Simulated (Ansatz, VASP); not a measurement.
# KMgF3: VASP beside Ansatz, part 2 of 2

One calculation is typed for both programs; each brings its own data sets and cutoff. How far apart do they land?

VASP 6.6.1 and Ansatz 0.2.0.

So far. Step 2 (Ansatz: single point, PBE): The run ends at a pressure of 3.78 GPa.

## 5. Ansatz: single point, LDA

Level of this step: Ansatz beside VASP: Kohn-Sham DFT, plane waves, LDA (Ansatz).

With cell and atoms fixed, the geometry can't cause a difference; cores, projectors, grids and the points listed under the comparison can.

File input.yaml:

```yaml
crystal:
  lattice:
    - [3.9859, 0.0, 0.0]
    - [0.0, 3.9859, 0.0]
    - [0.0, 0.0, 3.9859]
  atoms:
    - { symbol: K, position: [0.5, 0.5, 0.5], spin: 0.5 }
    - { symbol: Mg, position: [0.0, 0.0, 0.0] }
    - { symbol: F, position: [0.0, 0.0, 0.5] }
    - { symbol: F, position: [0.0, 0.5, 0.0] }
    - { symbol: F, position: [0.5, 0.0, 0.0] }
hamiltonian:
  xc: lda
  pseudopotentials: { kind: paw }
magnetization:
  spin_polarized: true
kpoints:
  mp_grid: { grid: [10, 10, 10] }
scf:
  occupations: { method: tetrahedron }
output:
  forces: true
  stress: true
  write_density: true
  write_potential: true
  elf: true
  volumetric_format: npy
```

On the command line:

```console
$ ansatz run input.yaml --threads 2 --pin off --max-ram 4608MiB --backend cpu --events-out ev --progress --plain --runs-dir out
```

Numbers of over 12 decimals in the logs are rounded to 6 here.

Log:

```text
Warning: output.forces, output.stress, relax.cell or npt_langevin: where a Kohn–Sham band that disperses or a degenerate level is filled in part under the method tetrahedron, the forces or the stress that this run publishes need not agree with its energy (scf.occupations.method in the input reference, under Limitations); prefer a smearing scheme for the forces or the stress
[...]
k-point 1 ↑: bands = [... 16 lower, 1.7604, 1.9944, 2.0770, 2.0770, 9.5891, 12.3253, 12.3414, 14.4990, ... 2 higher]
  k-point 2 ↑: bands = [... 16 lower, 1.7009, 1.7242, 2.0220, 2.0220, 10.0925, 12.5804, 12.6304, 14.6383, ... 2 higher]
  k-point 55 ↓: bands = [... 16 lower, 1.2892, 2.4235, 2.4235, 2.4235, 12.6254, 12.6254, 12.6254, 16.0112, ... 2 higher]
[key lines of the parts left out:]
SCF converged after 14 iterations
Magnetization: 0.0000 μB (20.0000 up, 20.0000 down)
Free energy (F): -5787.588222 eV
Fermi energy:    2.423489 eV
P = ⅓ Tr σ = -4.4652 GPa (-44.652 kbar)
```

Run time: 19 s. Hardware: 2 threads of Arm Neoverse N1, shared host; peak memory 0.4 GiB.

The run ends at a pressure of -4.47 GPa.

## 6. VASP: single point, LDA

The same cell, functional (in two slightly different forms), mesh and smearing now go to VASP, with its own data sets and cutoff.

File INCAR:

```
SYSTEM = KMgF3
PREC = Accurate
ENCUT = 650
EDIFF = 1E-06
NELM = 100
ISMEAR = -5
SIGMA = 0.05
LREAL = .FALSE.
ALGO = Normal
GGA = CA
ISPIN = 2
MAGMOM = 0.5 0 0 0 0
LORBIT = 11
LWAVE = .FALSE.
LCHARG = .FALSE.
KPAR = 2
NEDOS = 2001
```

File POSCAR:

```
KMgF3
1.0
    3.9859000000      0.0000000000      0.0000000000
    0.0000000000      3.9859000000      0.0000000000
    0.0000000000      0.0000000000      3.9859000000
K Mg F
1 1 3
Direct
    0.5000000000      0.5000000000      0.5000000000
    0.0000000000      0.0000000000      0.0000000000
    0.0000000000      0.0000000000      0.5000000000
    0.0000000000      0.5000000000      0.0000000000
    0.5000000000      0.0000000000      0.0000000000
```

File KPOINTS:

```
Automatic mesh
0
Gamma
10 10 10
0 0 0
```

PAW data sets: K_sv, Mg_sv and F (PBE family, release 64).

On the command line:

```console
$ mpirun -np 2 vasp_std
```

Log:

```text
[banner, memory and clock lines left out]
running    2 mpi-ranks, on    1 nodes
[...]
|                                                                             |
|               ----> ADVICE to this user running VASP <----                  |
|                                                                             |
|     You enforced a specific xc type in the INCAR file but a different       |
|     [... a line on the potential file left out ...]
|     I HOPE YOU KNOW WHAT YOU ARE DOING!                                     |
|                                                                             |

 LDA part: xc-table for (Slater(with rela. corr.)+CA(PZ))
 , standard interpolation
 POSCAR, INCAR and KPOINTS ok, starting setup
[...]
entering main loop
       N       E                     dE             d eps       ncg     rms          rms(c)
DAV:   1     0.430092099140E+03    0.43009E+03   -0.26659E+04  5384   0.205E+03
DAV:   2    -0.668300630725E+01   -0.43678E+03   -0.43138E+03  6304   0.532E+02
DAV:   3    -0.275688547040E+02   -0.20886E+02   -0.20822E+02  7944   0.119E+02
DAV:   4    -0.288842643219E+02   -0.13154E+01   -0.13149E+01  8232   0.196E+01
[...]
DAV:  11    -0.270585413207E+02   -0.58298E-04   -0.15972E-04  8024   0.101E-01    0.520E-02
DAV:  12    -0.270585471286E+02   -0.58079E-05   -0.55922E-05  7896   0.542E-02    0.222E-02
DAV:  13    -0.270585464949E+02    0.63369E-06   -0.55007E-06  6952   0.183E-02
   1 F= -.27058546E+02 E0= -.27058546E+02  d E =0.000000E+00  mag=     0.0001
```

Parts of OUTCAR (step 6):

```text
  Total       -1.7802197     -1.7802197     -1.7802197      0.0000000     -0.0000000      0.0000000
  in kB      -45.0406845    -45.0406845    -45.0406845      0.0000000     -0.0000000      0.0000000
  external PRESSURE =     -45.0406845 kB  Pullay stress =       0.0000000 kB

 POSITION                                       TOTAL-FORCE (eV/Angst)
 -----------------------------------------------------------------------------------
      1.99295      1.99295      1.99295         0.000000      0.000000      0.000000
      0.00000      0.00000      0.00000         0.000000      0.000000      0.000000
      0.00000      0.00000      1.99295         0.000000      0.000000      0.000000
      0.00000      1.99295      0.00000         0.000000      0.000000      0.000000
      1.99295      0.00000      0.00000         0.000000      0.000000      0.000000
 -----------------------------------------------------------------------------------
    total drift:                                0.000000      0.000000     -0.000000

  FREE ENERGIE OF THE ION-ELECTRON SYSTEM (eV)
  ---------------------------------------------------
  free  energy   TOTEN  =       -27.0585464949 eV

  energy  without entropy=      -27.0585464949  energy(sigma->0) =      -27.05854649

 magnetization (x)
# of ion       s       p       d       tot
------------------------------------------
    1       -0.000   0.000  -0.000   0.000
    2        0.000   0.000   0.000   0.000
    3        0.000   0.000   0.000   0.000
    4        0.000   0.000   0.000   0.000
    5        0.000   0.000   0.000   0.000
--------------------------------------------------
tot         -0.000   0.000  -0.000   0.000

[... 3 further parts left out ...]
[key lines of the parts left out:]
E-fermi :  -2.0842
```

At this level the cell is under a tension of 4.5 GPa, so at these settings it is away from equilibrium.

## 7. Comparison

What differs besides the data sets and the points named for the pairs above, as far as they apply: the two LDA forms differ slightly; the cutoff is 420 eV in Ansatz and 650 eV in VASP; Ansatz makes its cores anew for this functional, VASP keeps those of its PBE data sets; VASP's log shows a relativistic correction to its local exchange, Ansatz's none. Total energies have different zeros and are not compared.

Compared:

```tsv
quantity	Ansatz	VASP	difference
pressure (GPa)	-4.47	-4.50	+0.04
pressure without Ansatz's Pulay correction (GPa)	-5.23	-4.50	-0.72
gap on the k mesh (eV)	6.983	6.976	+0.008
```

A gap on the mesh is an upper bound, since the band edges may lie between its points. Ansatz's pressure holds a Pulay correction of 0.76 GPa; VASP's holds none.

## 8. Results

* difference in gap on the k mesh (single point, PBE): 0.032 eV
* difference in gap on the k mesh (single point, LDA): 0.0076 eV

The difference in gap on the k mesh is 0.032 eV (single point, PBE), within the 0.08 eV picked in this series as the mark of a large difference. VASP's data sets differ among the pairs, so a change from pair to pair isn't the functional's or the coupling's alone. How closely two codes agree says nothing of how well the functional describes the real material.

[Lines on the potential files, build, host, timing and source positions are cut from VASP's logs without a mark.]

[Logs are printed without paths, hosts, clocks, repeated set-up lines and the standing remarks that a program may print on its own settings, such as how far it seeks lower states.]

[Hosts, paths, dates, database ids (printed as entryN), source tags and the programs' standing remarks are cut or masked in the printed files.]
